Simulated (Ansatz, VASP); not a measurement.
# Cu (Cu(111)): VASP beside Ansatz, part 2 of 2

Aim: how closely do two programs agree when they are given the same cell, functional and k mesh? Of the first pair: The structure shown is the start of the Ansatz relaxation below; VASP solves that cell, so the two are compared at the walk's first step.

VASP 6.6.1 and Ansatz 0.2.0.

So far: The structure; Ansatz: relaxation, RPBE.

## (3) VASP: single point, RPBE, start cell, pair 1

Level of this step: RPBE; plane waves and PAW (Cu) (VASP).

The same cell, functional, mesh and smearing now go to VASP, with its own data sets.

Lines of VASP's logs that name or quote its potential files are left out, and so is its time.

INCAR

```
SYSTEM = Cu
PREC = Accurate
ENCUT = 520
EDIFF = 1E-06
NELM = 120
ISMEAR = -1
SIGMA = 0.1
LREAL = .FALSE.
ALGO = Normal
GGA = RP
NBANDS = 28
LASPH = .TRUE.
LORBIT = 11
LWAVE = .FALSE.
LCHARG = .FALSE.
ISIF = 2
LDIPOL = .TRUE.
IDIPOL = 3
DIPOL = 0.5 0.5 0.5
LVHAR = .TRUE.
GGA_COMPAT = .FALSE.
NELMDL = -8
```

POSCAR

```
Cu
1.0
    2.5526554801      0.0000000000      0.0000000000
    1.2763277400      2.2106644929      0.0000000000
    0.0000000000      0.0000000000     24.2527034153
Cu
4
Direct
    0.0000000000      0.0000000000      0.3710926593
    0.3333333333      0.3333333333      0.4570308728
    0.6666666667      0.6666666667      0.5429691272
    0.0000000000      0.0000000000      0.6289073407
```

KPOINTS

```
Automatic mesh
0
Gamma
13 13 1
0 0 0
```

PAW data sets: Cu (PBE family, release 64).

On the command line:

```bash
$ mpirun -np 1 vasp_std
```

Numbers of over 12 decimals in the logs are rounded to 6 here.

The program printed:

```text
[banner, memory and clock lines left out]
running    1 mpi-ranks, on    1 nodes
 distrk:  each k-point on    1 cores,    1 groups
 distr:  one band on    1 cores,    1 groups

 POSCAR found type information on POSCAR Cu
 POSCAR found :  1 types and       4 ions
|                                                                             |
|               ----> ADVICE to this user running VASP <----                  |
|                                                                             |
|     You enforced a specific xc type in the INCAR file but a different       |
|     [... a line on the potential file left out ...]
|     I HOPE YOU KNOW WHAT YOU ARE DOING!                                     |
|                                                                             |

 LDA part: xc-table for (Slater+PW92), standard interpolation
 POSCAR, INCAR and KPOINTS ok, starting setup
 FFT: planning ... GRIDC
 FFT: planning ... GRID_SOFT
 FFT: planning ... GRID
 WAVECAR not read
 entering main loop
       N       E                     dE             d eps       ncg     rms          rms(c)
DAV:   1     0.358879486140E+03    0.35888E+03   -0.19579E+04  1176   0.192E+03
DAV:   2     0.118122027643E+02   -0.34707E+03   -0.33462E+03  1176   0.372E+02
DAV:   3    -0.141872985646E+02   -0.26000E+02   -0.24824E+02  1268   0.155E+02
DAV:   4    -0.150940844079E+02   -0.90679E+00   -0.90355E+00  1308   0.341E+01
DAV:   5    -0.151159800677E+02   -0.21896E-01   -0.21893E-01  1380   0.436E+00
DAV:   6    -0.151169384565E+02   -0.95839E-03   -0.95836E-03  1532   0.799E-01
DAV:   7    -0.151169863587E+02   -0.47902E-04   -0.47902E-04  1536   0.155E-01
DAV:   8    -0.151169883040E+02   -0.19453E-05   -0.19455E-05  1264   0.267E-02    0.141E+01
DAV:   9    -0.136631910059E+02    0.14538E+01   -0.33819E+01  1324   0.115E+02    0.776E+00
DAV:  10    -0.122519481395E+02    0.14112E+01   -0.66457E+00  1380   0.521E+01    0.869E-01
DAV:  11    -0.122545791674E+02   -0.26310E-02   -0.40916E-01  1652   0.174E+01    0.120E+00
DAV:  12    -0.122391015765E+02    0.15478E-01   -0.10834E-01  1560   0.163E+01    0.807E-01
DAV:  13    -0.122286617857E+02    0.10440E-01   -0.42736E-02  1464   0.544E+00    0.878E-02
DAV:  14    -0.122282102041E+02    0.45158E-03   -0.59669E-03  1500   0.103E+00    0.713E-02
[...]
DAV:  19    -0.122274988842E+02   -0.70552E-04   -0.27774E-05  1392   0.109E-01    0.392E-03
DAV:  20    -0.122275361806E+02   -0.37296E-04   -0.48017E-06  1084   0.466E-02    0.642E-03
DAV:  21    -0.122275500203E+02   -0.13840E-04   -0.39592E-06  1100   0.379E-02    0.120E-03
DAV:  22    -0.122275531374E+02   -0.31170E-05   -0.68924E-07   868   0.251E-02    0.146E-03
DAV:  23    -0.122275548604E+02   -0.17231E-05   -0.50492E-07   828   0.131E-02    0.895E-04
DAV:  24    -0.122275559923E+02   -0.11318E-05   -0.11020E-07   744   0.564E-03    0.228E-04
DAV:  25    -0.122275571875E+02   -0.11952E-05   -0.63034E-08   684   0.403E-03    0.604E-04
DAV:  26    -0.122275576550E+02   -0.46751E-06   -0.42732E-08   708   0.349E-03
   1 F= -.12227558E+02 E0= -.12202371E+02  d E =-.503731E-01
```

OUTCAR, selected parts (step 3):

```text
ion  position               nearest neighbor table
   1  0.000  0.000  0.371-   2 2.55   2 2.55   2 2.55
   2  0.333  0.333  0.457-   1 2.55   1 2.55   1 2.55   3 2.55   3 2.55   3 2.55
   3  0.667  0.667  0.543-   4 2.55   4 2.55   4 2.55   2 2.55   2 2.55   2 2.55
   4  0.000  0.000  0.629-   3 2.55   3 2.55   3 2.55

  LATTYP: Found a hexagonal cell.
 ALAT       =     2.5526554801
 C/A-ratio  =     9.5009701091

 Subroutine GETGRP returns: Found 12 space group operations
 (whereof 12 operations were pure point group operations)

The static configuration has the point symmetry D_3d.

 Found     21 irreducible k-points:

   k-points           NKPTS =     21   k-points in BZ     NKDIM =     21   number of bands    NBANDS=     28

   dimension x,y,z NGX =    20 NGY =   20 NGZ =  180
   dimension x,y,z NGXF=    40 NGYF=   40 NGZF=  360

   ENCUT  =  520.0 eV  38.22 Ry    6.18 a.u.   4.75  4.75 45.09*2*pi/ulx,y,z

   NELECT =      44.0000    total number of electrons

 k-points in reciprocal lattice and weights: Automatic mesh
   0.00000000  0.00000000  0.00000000       0.006
   0.07692308 -0.00000000  0.00000000       0.036
   0.15384615  0.00000000  0.00000000       0.036
   0.23076923 -0.00000000  0.00000000       0.036
   0.30769231  0.00000000  0.00000000       0.036
   0.38461538 -0.00000000  0.00000000       0.036
   0.46153846 -0.00000000  0.00000000       0.036
   0.15384615  0.07692308  0.00000000       0.036
   0.23076923  0.07692308  0.00000000       0.071
[...]
-0.38461538  0.23076923  0.00000000       0.036
  -0.38461538  0.30769231  0.00000000       0.036

 dipolmoment           0.000000      0.000000     -0.000000 electrons x Angstroem

 average (electrostatic) potential at core
       1 -71.4742       2 -71.7992       3 -71.7992       4 -71.4742

 E-fermi :  -0.3148

 k-point     1 :       0.0000    0.0000    0.0000
  band No.  band energies     occupation
    ...
     21      -2.0113      2.00000
     22      -1.9017      2.00000
     23      -1.9017      2.00000
     24      -1.4834      1.99998
     25      -0.5076      1.74615
     26       3.7513      0.00000
     27       3.9534      0.00000
     28       4.8381      0.00000

 k-point     2 :       0.0769   -0.0000    0.0000
  band No.  band energies     occupation
    ...
     20      -2.2115      2.00000
     21      -2.0813      2.00000
     22      -2.0150      2.00000
     23      -1.9004      2.00000
     24      -1.1122      1.99931
     25      -0.0419      0.12257
     26       3.9082      0.00000
     27       4.1370      0.00000
     28       5.0198      0.00000

 k-point     3 :       0.1538    0.0000    0.0000
  band No.  band energies     occupation
    ...
     20      -2.3236      2.00000
     21      -2.0253      2.00000
     22      -1.8971      2.00000
     23      -1.8764      2.00000
     24      -0.4592      1.61803
     25       0.9492      0.00001
     26       4.3777      0.00000
     27       4.6875      0.00000
     28       5.5649      0.00000

  Total        1.0986346      1.0986346      1.2829451     -0.0000000     -0.0000000      0.0000000
  in kB       12.8614120     12.8614120     15.0190850     -0.0000000     -0.0000000      0.0000000
  external PRESSURE =      13.5806363 kB  Pullay stress =       0.0000000 kB

  energy-cutoff  :      520.00
  volume of cell :      136.86
      direct lattice vectors                 reciprocal lattice vectors
     2.552655480  0.000000000  0.000000000     0.391748909 -0.226176338  0.000000000
     1.276327740  2.210664493  0.000000000     0.000000000  0.452352676  0.000000000
     0.000000000  0.000000000 24.252703415     0.000000000  0.000000000  0.041232517

 POSITION                                       TOTAL-FORCE (eV/Angst)
 -----------------------------------------------------------------------------------
      0.00000      0.00000      9.00000         0.000000     -0.000000     -0.192330
      1.27633      0.73689     11.08423        -0.000000      0.000000     -0.050833
      2.55266      1.47378     13.16847        -0.000000     -0.000000      0.050833
      0.00000      0.00000     15.25270         0.000000     -0.000000      0.192330
 -----------------------------------------------------------------------------------
    total drift:                                0.000000     -0.000000     -0.000000

  FREE ENERGIE OF THE ION-ELECTRON SYSTEM (eV)
  ---------------------------------------------------
  free  energy   TOTEN  =       -12.2275576550 eV

  energy  without entropy=      -12.1771845906  energy(sigma->0) =      -12.20237112

 vacuum level on the upper side and lower side of the slab         4.311         4.311

 total charge
# of ion       s       p       d       tot
------------------------------------------
    1        0.450   0.292   9.183   9.925
    2        0.441   0.375   9.177   9.994
    3        0.441   0.375   9.177   9.994
    4        0.450   0.292   9.183   9.925
--------------------------------------------------
tot          1.781   1.336  36.721  39.838

[... 3 further parts left out ...]
```

## (4) Comparison

Known differences besides the potentials themselves: the data sets hold 76 valence electrons in Ansatz (on its default PAW (the set named soft_2) files) and 44 in VASP; the cutoff is 420 eV in Ansatz and 520 eV in VASP; Ansatz makes its cores anew for this functional, VASP keeps those of its PBE data sets. Total energies have different zeros and are not compared.

Forces (eV/Å; atoms numbered as in POSCAR):

| atom | Ansatz x, y, z | VASP x, y, z |
| --- | --- | --- |
| Cu1 | 0.000, 0.000, -0.172 | 0.000, 0.000, -0.192 |
| Cu2 | 0.000, 0.000, -0.047 | 0.000, 0.000, -0.051 |
| Cu3 | 0.000, 0.000, 0.047 | 0.000, 0.000, 0.051 |
| Cu4 | 0.000, 0.000, 0.172 | 0.000, 0.000, 0.192 |

The forces differ by 8.3 meV/Å r.m.s., which is 10.2 % of the r.m.s. force of 0.081 eV/Å (both taken over all components). With vacuum in the cell, a pressure given here is an average over mostly empty space and none of the material.

## (5) Ansatz: relaxation, RPBE

This run makes the geometry at which the two programs are then compared.

The structure compared here is the end of the Ansatz relaxation.

input.yaml

```yaml
crystal:
  lattice:
    - [2.5526554801, 0.0, 0.0]
    - [1.27632774, 2.2106644929, 0.0]
    - [0.0, 0.0, 24.2527034153]
  atoms:
    - { symbol: Cu, position: [0.0, 0.0, 0.3710926508] }
    - { symbol: Cu, position: [0.3333333333, 0.3333333333, 0.4570308836] }
    - { symbol: Cu, position: [0.6666666667, 0.6666666667, 0.5429691164] }
    - { symbol: Cu, position: [0.0, 0.0, 0.6289073492] }
kpoints:
  mp_grid: { grid: [13, 13, 1] }
hamiltonian:
  xc: rpbe
scf:
  occupations: { method: fermi_dirac, width: 0.1 }
  convergence: { dr2_threshold: 1.0e-08 }
efield:
  axis: 3
  dipole_correction: true
  ramp_position: 0.97
  ramp_width: 0.06
relax:
  f_tol: 0.02
  max_steps: 60
  constraints: [{ sites: [0, 1] }]
output:
  write_potential: true
  write_density: true
  volumetric_format: npy
```

On the command line:

```bash
$ ansatz run input.yaml --threads 4 --pin off --max-ram 6144MiB --backend cpu --events-out ev --progress --plain --runs-dir out
```

The program printed:

```text
[...]
Crystal: 4 atoms, lattice volume = 136.860 Å³
Basis set: ecut = 420 eV, 2739 PW (Γ), exchange–correlation on 36×36×360 points (8 copies of the dense FFT grid, shifted against one another)
Bands: 46, of which v1, the nominal top of the filled ones, is band 38 counted from 1 (37 counted from 0)
Symmetry: 6 space group operations
[...]
--- Relaxed structure (3 steps of the walk, 3 accepted, 0 SCFs on fresh bases) ---
  F+E_penalty+E_count = -26520.66819313 eV   max|allowed force component| = 5.307e-3 eV/Å
  atoms:
    - { symbol: Cu, position: [0.0, 0.0, 0.3710926508] }
    - { symbol: Cu, position: [0.333333, 0.333333, 0.4570308836] }
    - { symbol: Cu, position: [0.666667, 0.666667, 0.545055] }
    - { symbol: Cu, position: [4.0559899618606245e-18, 0, 0.632753] }
[key lines of the parts left out:]
SCF converged after 10 iterations
Free energy (F): -26520.668193 eV
Fermi energy:    2.827075 eV
Dipole field:    D = -0.000846 V/Å  (p = -0.000640 e·Å, saw-weighted, corrected)
Work function:   Φ+ = 4.6691 eV   Φ− = 4.6486 eV
```

## (6) VASP: single point, RPBE, relaxed cell, pair 2

The same cell, functional, mesh and smearing now go to VASP, with its own data sets.

INCAR: that of step 3 with these lines changed.

```diff
@@ -18,3 +18,3 @@
 IDIPOL = 3
-DIPOL = 0.5 0.5 0.5
+DIPOL = 0.5 0.5 0.501
 LVHAR = .TRUE.
```

POSCAR

```
Cu
1.0
    2.5526554801      0.0000000000      0.0000000000
    1.2763277400      2.2106644929      0.0000000000
    0.0000000000      0.0000000000     24.2527034153
Cu
4
Direct
    0.0000000000      0.0000000000      0.3710926508
    0.3333333333      0.3333333333      0.4570308836
    0.6666666667      0.6666666667      0.5450549565
    0.0000000000      0.0000000000      0.6327525470
```

KPOINTS is that of step 3.

On the command line:

```bash
$ mpirun -np 1 vasp_std
```

The program printed:

```text
[banner, memory and clock lines left out]
running    1 mpi-ranks, on    1 nodes
[...]
[... a notice as in an earlier step ...]

 LDA part: xc-table for (Slater+PW92), standard interpolation
 POSCAR, INCAR and KPOINTS ok, starting setup
[...]
entering main loop
       N       E                     dE             d eps       ncg     rms          rms(c)
DAV:   1     0.357894949805E+03    0.35789E+03   -0.19550E+04  1176   0.192E+03
DAV:   2     0.111369132743E+02   -0.34676E+03   -0.33460E+03  1184   0.372E+02
DAV:   3    -0.142184348906E+02   -0.25355E+02   -0.24142E+02  1280   0.153E+02
DAV:   4    -0.150850787731E+02   -0.86664E+00   -0.86327E+00  1296   0.337E+01
[...]
DAV:  27    -0.122387237880E+02   -0.12418E-05   -0.64656E-08   728   0.531E-03    0.286E-04
DAV:  28    -0.122387250079E+02   -0.12199E-05   -0.46405E-08   688   0.436E-03    0.198E-04
DAV:  29    -0.122387255704E+02   -0.56247E-06   -0.25624E-08   708   0.322E-03
   1 F= -.12238726E+02 E0= -.12213257E+02  d E =-.509365E-01
```

OUTCAR, selected parts (step 6):

```text
  Total        0.8266130      0.8266130      0.4587834     -0.0000000      0.0000000      0.0000000
  in kB        9.6769300      9.6769300      5.3708508     -0.0000000      0.0000000      0.0000000
  external PRESSURE =       8.2415703 kB  Pullay stress =       0.0000000 kB

 POSITION                                       TOTAL-FORCE (eV/Angst)
 -----------------------------------------------------------------------------------
      0.00000      0.00000      9.00000        -0.000000      0.000000     -0.181210
      1.27633      0.73689     11.08423        -0.000000      0.000000      0.153054
      2.55266      1.47378     13.21906         0.000000     -0.000000      0.004012
      0.00000      0.00000     15.34596        -0.000000      0.000000      0.024144
 -----------------------------------------------------------------------------------
    total drift:                               -0.000000     -0.000000      0.000485

  FREE ENERGIE OF THE ION-ELECTRON SYSTEM (eV)
  ---------------------------------------------------
  free  energy   TOTEN  =       -12.2387255704 eV

  energy  without entropy=      -12.1877890212  energy(sigma->0) =      -12.21325730

[... 2 parts as in an earlier step ...]

[... 1 further part left out ...]
[key lines of the parts left out:]
E-fermi :  -0.3233
```

## (7) Comparison

What differs besides the data sets and the points named for the pairs above, as far as they apply: the data sets hold 76 valence electrons in Ansatz (on its default PAW (the set named soft_2) files) and 44 in VASP. Total energies have different zeros and are not compared.

The two programs side by side:

| quantity | Ansatz | VASP | difference |
| --- | --- | --- | --- |
| work function, lower of the two faces (eV) | 4.65 | 4.62 | +0.02 |
| work function, higher of the two faces (eV) | 4.67 | 4.65 | +0.02 |

Forces (eV/Å; atoms numbered as in POSCAR):

| atom | Ansatz x, y, z | VASP x, y, z |
| --- | --- | --- |
| Cu1 | 0.000, 0.000, -0.161 | 0.000, 0.000, -0.181 |
| Cu2 | 0.000, 0.000, 0.156 | 0.000, 0.000, 0.153 |
| Cu3 | 0.000, 0.000, 0.000 | 0.000, 0.000, 0.004 |
| Cu4 | 0.000, 0.000, 0.005 | 0.000, 0.000, 0.024 |

The forces differ by 8.1 meV/Å r.m.s., which is 11.7 % of the r.m.s. force of 0.069 eV/Å (both taken over all components). With vacuum in the cell, a pressure given here is an average over mostly empty space and none of the material.

## (8) Results

| Item | Value |
| --- | --- |
| r.m.s. force difference (single point, RPBE, start cell, pair 1) | 8.3 meV/Å |
| r.m.s. force difference (single point, RPBE, relaxed cell, pair 2) | 8.1 meV/Å |

In words: The r.m.s. force difference is 8.3 meV/Å (single point, RPBE, start cell, pair 1), within the 12 meV/Å picked in this series as the mark of a large difference. The data sets hold unlike numbers of valence electrons (76 in Ansatz and 44 in VASP), so part of the differences comes from the potentials. Such differences can come from data sets, numerical settings and the points named under the comparisons, not from the functional's error against experiment.

[Lines on the potential files, build, host, timing and source positions are cut from VASP's logs without a mark.]

[Logs are printed without paths, hosts, clocks, repeated set-up lines and the standing remarks that a program may print on its own settings, such as how far it seeks lower states.]

[Hosts, paths, dates, database ids (printed as entryN), source tags and the programs' standing remarks are cut or masked in the printed files.]
